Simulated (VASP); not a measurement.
# ClInIH in VASP: settings compared

One molecule, ClInIH, is run at these levels: PBE, PBE+D4; tasks: electron localisation function, single point.

Everything below comes from runs of VASP 6.6.1. Logs are shortened: lines on timing, memory, paths and dates and some standing lists are left out, and cuts for length are marked.

## Step 1: The molecule as given

The cell holds a molecule in a box, 4 atoms: a = 12.000 Å, b = 13.000 Å, c = 11.000 Å, α = 90.00°, β = 90.00°, γ = 90.00°.

## Step 2: Electron localisation function, PBE

Input file INCAR:

```
SYSTEM = InHICl
PREC = Accurate
ENCUT = 520
EDIFF = 1E-7
ISMEAR = 0
SIGMA = 0.01
LREAL = .False.
LASPH = .True.
NELM = 80
ALGO = Fast
ISIF = 2
LWAVE = .False.
LCHARG = .True.
GGA = PE
LELF = .True.
```

Input file KPOINTS:

```
Automatic mesh
0
Gamma
  1 1 1
  0 0 0
```

Input file POSCAR:

```
InHICl
1.0
   12.0000000000      0.0000000000      0.0000000000
    0.0000000000     13.0000000000      0.0000000000
    0.0000000000      0.0000000000     11.0000000000
Cl In I H
1 1 1 1
Direct
    0.3788916700      0.5504615400      0.4383136400
    0.5526333300      0.5421461500      0.5304136400
    0.6218333300      0.3521230800      0.5678681800
    0.6232750000      0.6511076900      0.5673863600
```

Potentials or basis: VASP PAW PBE potentials, release 64 (Cl, In_d, I, H).

Command:

```bash
$ cat potpaw_PBE.64/Cl/POTCAR potpaw_PBE.64/In_d/POTCAR potpaw_PBE.64/I/POTCAR potpaw_PBE.64/H/POTCAR > POTCAR
$ mpirun -np 1 vasp_gam > vasp.out
```

OUTCAR:

```text
SYSTEM = InHICl
   PREC = Accurate
   ENCUT = 520
   EDIFF = 1E-7
   ISMEAR = 0
   LREAL = .False.
   LASPH = .True.
   NELM = 80
   ISIF = 2
   GGA = PE

 ion  position               nearest neighbor table
   1  0.379  0.550  0.438-   2 2.32
   2  0.553  0.542  0.530-   4 1.70   1 2.32   3 2.64
   3  0.622  0.352  0.568-   2 2.64
   4  0.623  0.651  0.567-   2 1.70

  LATTYP: Found a simple orthorhombic cell.
 ALAT       =    11.0000000000
 B/A-ratio  =     1.0909090909
 C/A-ratio  =     1.1818181818

  Lattice vectors:

 A1 = (   0.0000000000,   0.0000000000,  11.0000000000)
 A2 = (  12.0000000000,   0.0000000000,   0.0000000000)
 A3 = (   0.0000000000,  13.0000000000,   0.0000000000)

Analysis of symmetry for initial positions (statically):
=====================================================================
 Subroutine PRICEL returns:
 Original cell was already a primitive cell.

 Routine SETGRP: Setting up the symmetry group for a
 simple orthorhombic supercell.

 Subroutine GETGRP returns: Found  1 space group operations
 (whereof  1 operations were pure point group operations)
 out of a pool of  8 trial point group operations.

The static configuration has the point symmetry C_1 .

Analysis of symmetry for dynamics (positions and initial velocities):
=====================================================================
 Subroutine PRICEL returns:
 Original cell was already a primitive cell.

 Routine SETGRP: Setting up the symmetry group for a
 simple orthorhombic supercell.

 Subroutine GETGRP returns: Found  1 space group operations
 (whereof  1 operations were pure point group operations)
 out of a pool of  8 trial point group operations.

The dynamic configuration has the point symmetry C_1 .

 Subroutine INISYM returns: Found  1 space group operations
 (whereof  1 operations are pure point group operations),
 and found     1 'primitive' translations

----------------------------------------------------------------------------------------

                                     Primitive cell

  volume of cell :    1716.0000

  direct lattice vectors                    reciprocal lattice vectors
    12.000000000  0.000000000  0.000000000     0.083333333  0.000000000  0.000000000
     0.000000000 13.000000000  0.000000000     0.000000000  0.076923077  0.000000000
     0.000000000  0.000000000 11.000000000     0.000000000  0.000000000  0.090909091

  length of vectors
    12.000000000 13.000000000 11.000000000     0.083333333  0.076923077  0.090909091

  position of ions in fractional coordinates (direct lattice)
     0.378891670  0.550461540  0.438313640
     0.552633330  0.542146150  0.530413640
     0.621833330  0.352123080  0.567868180
     0.623275000  0.651107690  0.567386360

  ion indices of the primitive-cell ions
   primitive index   ion index
                 1           1
                 2           2
                 3           3
                 4           4

----------------------------------------------------------------------------------------

 KPOINTS: Automatic mesh

Automatic generation of k-mesh.
 Grid dimensions read from file:
 generate k-points for:    1    1    1

 Generating k-lattice:

  Cartesian coordinates                     Fractional coordinates (reciprocal lattice)
     0.083333333  0.000000000  0.000000000     1.000000000  0.000000000  0.000000000
     0.000000000  0.076923077  0.000000000     0.000000000  1.000000000  0.000000000
     0.000000000  0.000000000  0.090909091     0.000000000  0.000000000  1.000000000

  Length of vectors
     0.083333333  0.076923077  0.090909091

  Shift w.r.t. Gamma in fractional coordinates (k-lattice)
     0.000000000  0.000000000  0.000000000

 Subroutine IBZKPT returns following result:
 ===========================================

 Found      1 irreducible k-points:

 Following reciprocal coordinates:
            Coordinates               Weight
  0.000000  0.000000  0.000000      1.000000
   k-points           NKPTS =      1   k-points in BZ     NKDIM =      1   number of bands    NBANDS=     18
   number of dos      NEDOS =    301   number of ions     NIONS =      4
   total plane-waves  NPLWV = 740880
   dimension x,y,z NGX =    90 NGY =   98 NGZ =   84
   dimension x,y,z NGXF=   180 NGYF=  196 NGZF=  168
   ions per type =               1   1   1   1
   NGX,Y,Z   is equivalent  to a cutoff of  12.47, 12.53, 12.70 a.u.
   NGXF,Y,Z  is equivalent  to a cutoff of  24.94, 25.06, 25.39 a.u.
 SYSTEM =  InHICl
   PREC   = accura    normal or accurate (medium, high low for compatibility)
   ISTART =      0    job   : 0-new  1-cont  2-samecut
   ICHARG =      2    charge: 1-file 2-atom 10-const
   ISPIN  =      1    spin polarized calculation?
   LNONCOLLINEAR =      F non collinear calculations
   LSORBIT =      F    spin-orbit coupling
   LASPH  =      T    aspherical Exc in radial PAW
   ENCUT  =  520.0 eV  38.22 Ry    6.18 a.u.  22.31 24.17 20.45*2*pi/ulx,y,z
   NELM   =     80;   NELMIN=  2; NELMDL= -5     # of ELM steps
   EDIFF  = 0.1E-06   stopping-criterion for ELM
   LREAL  =      F    real-space projection
   EDIFFG = 0.1E-05   stopping-criterion for IOM
   NSW    =      0    number of steps for IOM
   IBRION =     -1    ionic relax: 0-MD 1-quasi-New 2-CG
   NFREE  =      0    steps in history (QN), initial steepest desc. (CG)
   ISIF   =      2    stress and relaxation
   ISYM   =      2    0-nonsym 1-usesym 2-fastsym
   POTIM  = 0.5000    time-step for ionic-motion
   TEBEG  =    0.0;   TEEND  =   0.0 temperature during run
   PSTRESS=    0.0 pullay stress
   NELECT =      28.0000    total number of electrons
   NUPDOWN=      -1.0000    fix difference up-down
   EMIN   =  10.00;   EMAX   =-10.00  energy-range for DOS
   EFERMI =   0.00;   METHOD = LEGACY
   ISMEAR =     0;   SIGMA  =   0.01  broadening in eV -4-tet -1-fermi 0-gaus
   EFERMI_NEDOS =   21; number of points for ismear=-14 and -15
   IALGO  =     68    algorithm
   IMIX   =      4    mixing-type and parameters
     AMIX     =   0.40;   BMIX     =  1.00
     AMIX_MAG =   1.60;   BMIX_MAG =  1.00
  volume/ion in A,a.u.               =     429.00      2895.03
  Fermi-wavevector in a.u.,A,eV,Ry     =   0.415230  0.784670  2.345858  0.172416
  Thomas-Fermi vector in A             =   1.374036
   LORBIT       =      0    0 simple, 1 ext, 2 COOP (PROOUT), +10 PAW based schemes
   GGA     = PE    functional components
   LHFCALC =     F    Hartree Fock is set to
   AEXX    =    0.0000 exact exchange contribution
   IVDW    =     0    specifies the selected vdW correction
   LEPSILON=     F    determine dielectric tensor
   LRPA    =     F    only Hartree local field effects (RPA)
 non-spin polarized calculation
 RMM-DIIS sequential band-by-band and
 Gauss-broadening in eV      SIGMA  =   0.01
  energy-cutoff  :      520.00
  volume of cell :     1716.00
 maximum number of plane-waves:     23131
 NGX is ok and might be reduce to    90
   NGX = 45   NGY = 49   NGZ = 41

 number of electron      27.9999998 magnetization

 Free energy of the ion-electron system (eV)
  ---------------------------------------------------
  ext. energy  EPLUGINS =         0.00000000
  ---------------------------------------------------
  free energy    TOTEN  =       -10.50970412 eV

  energy without entropy =      -10.50970412  energy(sigma->0) =      -10.50970412

 E-fermi :  -6.1520     XC(G=0):  -1.0501

 val. band max:       -6.2253636329   @ k =   0.0000   0.0000   0.0000
 cond. band min:      -2.2728599097   @ k =   0.0000   0.0000   0.0000
 fundamental gap:      3.9525037232
 Fermi energy:        -6.1519635847

 k-point     1 :       0.0000    0.0000    0.0000
  band No.  band energies     occupation
      1     -20.3487      2.00000
      2     -19.7313      2.00000
      3     -19.5803      2.00000
      4     -19.5584      2.00000
      5     -19.5255      2.00000
      6     -18.6542      2.00000
      7     -16.7100      2.00000
      8     -10.6464      2.00000
      9      -8.1502      2.00000
     10      -7.8191      2.00000
     11      -7.3512      2.00000
     12      -6.8637      2.00000
     13      -6.4412      2.00000
     14      -6.2254      2.00000
     15      -2.2729      0.00000
     16      -2.2465      0.00000
     17      -0.1957      0.00000
     18      -0.1422      0.00000

------------------------ aborting loop because EDIFF is reached ----------------------------------------

  FORCE on cell =-STRESS in cart. coord.  units (eV):
  Direction    XX          YY          ZZ          XY          YZ          ZX
  --------------------------------------------------------------------------------------
  -------------------------------------------------------------------------------------
  Total        0.6831229      0.7733925      0.1430508     -0.1295030     -0.0663081      0.3561717
  in kB        0.6378112      0.7220932      0.1335622     -0.1209130     -0.0619099      0.3325467
  external PRESSURE =       0.4978222 kB  Pullay stress =       0.0000000 kB

 VOLUME and BASIS-vectors are now :
 -----------------------------------------------------------------------------
  energy-cutoff  :      520.00
  volume of cell :     1716.00
      direct lattice vectors                 reciprocal lattice vectors
    12.000000000  0.000000000  0.000000000     0.083333333  0.000000000  0.000000000
     0.000000000 13.000000000  0.000000000     0.000000000  0.076923077  0.000000000
     0.000000000  0.000000000 11.000000000     0.000000000  0.000000000  0.090909091

 POSITION                                       TOTAL-FORCE (eV/Angst)
 -----------------------------------------------------------------------------------
      4.54670      7.15600      4.82145        -0.282143      0.020413     -0.139579
      6.63160      7.04790      5.83455         0.121900      0.090702      0.060673
      7.46200      4.57760      6.24655         0.084165     -0.248773      0.042120
      7.47930      8.46440      6.24125         0.076078      0.137657      0.036785
 -----------------------------------------------------------------------------------
    total drift:                                0.000130     -0.001495     -0.000277

  FREE ENERGIE OF THE ION-ELECTRON SYSTEM (eV)
  ---------------------------------------------------
  free  energy   TOTEN  =       -10.5097041182 eV

  energy  without entropy=      -10.5097041182  energy(sigma->0) =      -10.50970412
```

Wall time 3 min (1 thread of Intel Xeon Platinum 8488C (Sapphire Rapids), shared host); peak memory 1.3 GiB.

What came out:

```
Free energy                     : -10.5097 eV
Largest force                   : 0.315 eV/Å
Gap between the frontier levels : 3.95 eV
```

Forces on the atoms (eV/Å):
```
Cl  -0.282  0.020 -0.140
In   0.122  0.091  0.061
I    0.084 -0.249  0.042
H    0.076  0.138  0.037
```

Caveat: spin-orbit coupling is left out, which moves the levels of the heavy elements.

## Step 3: Single point, PBE+D4

Input file INCAR:

```
PREC = Accurate ; ENCUT = 520
EDIFF = 1E-6 ; ISMEAR = 0
SIGMA = 0.01 ; LREAL = F
LASPH = T ; NELM = 80
ALGO = Normal ; ISIF = 2
LWAVE = F ; LCHARG = F
GGA = PE ; IVDW = 13
```

Input file KPOINTS:

```
regular mesh
0
Gamma
  1 1 1
```

POSCAR is that of step 2.

Potentials or basis: VASP PAW PBE potentials, release 64 (Cl, In_d, I, H).

Command:

```bash
$ cat potpaw_PBE.64/Cl/POTCAR potpaw_PBE.64/In_d/POTCAR potpaw_PBE.64/I/POTCAR potpaw_PBE.64/H/POTCAR > POTCAR
$ mpirun -np 1 vasp_gam > vasp.out
```

Run time: 2.2 min. Hardware: 1 thread of Intel Xeon Platinum 8488C (Sapphire Rapids), shared host; peak memory 1.2 GiB.

It converged, with:

```yaml
Free_energy: -10.6236 eV
Largest_force: 0.295 eV/Å
Gap_between_the_frontier_levels: 3.95 eV
Dispersion_energy_per_atom: -0.028 eV
```

Forces on the atoms (eV/Å):
```
Cl  -0.264  0.010 -0.131
In   0.122  0.092  0.061
I    0.070 -0.230  0.035
H    0.072  0.129  0.035
```

Levels at points of the mesh, in eV from the valence-band top:
```tsv
k point	band 12	band 13	band 14	band 15	band 16	band 17
(0.00, 0.00, 0.00)	-0.64	-0.22	0.00	3.95	3.98	6.03
```

Caveat: spin-orbit coupling is left out, which moves the levels of the heavy elements. PBE gaps usually lie below the measured ones, often by a third to a half.
